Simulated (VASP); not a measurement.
SCdClH, 4 atoms in the cell. The cell holds a molecule in a box, 4 atoms: a = 14.000 Å, b = 12.000 Å, c = 12.000 Å, α = 90.00°, β = 90.00°, γ = 90.00°.  The cell isn't the ideal one: atoms moved at random, drawn with an rms of 0.05 Å.

```yaml
Program: VASP 6.6.1
Task: single point
Functional: PBE
Potentials_or_basis: VASP PAW PBE potentials, release 64 (S, Cd, Cl, H)
Cutoff: 520 eV
k_mesh: 1 × 1 × 1
Occupations: gaussian, width 0.01 eV
Spin: no spin polarisation
Further_INCAR_settings: ALGO = Normal; EDIFF = 1e-07; NBANDS = 21
```

Potentials or basis: VASP PAW PBE potentials, release 64 (S, Cd, Cl, H).

Command:

```bash
$ cat potpaw_PBE.64/S/POTCAR potpaw_PBE.64/Cd/POTCAR potpaw_PBE.64/Cl/POTCAR potpaw_PBE.64/H/POTCAR > POTCAR
$ mpirun -np 1 vasp_gam > vasp.out
```

Hardware: 1 thread of AMD EPYC 7571, on a shared host.

**Question.** How long does it take, and how much memory?

**Answer.** Wall time 6.8 min on 1 thread of AMD EPYC 7571, on a shared host, peak memory 1.4 GiB. Counts: scf iterations 29, k points 1.
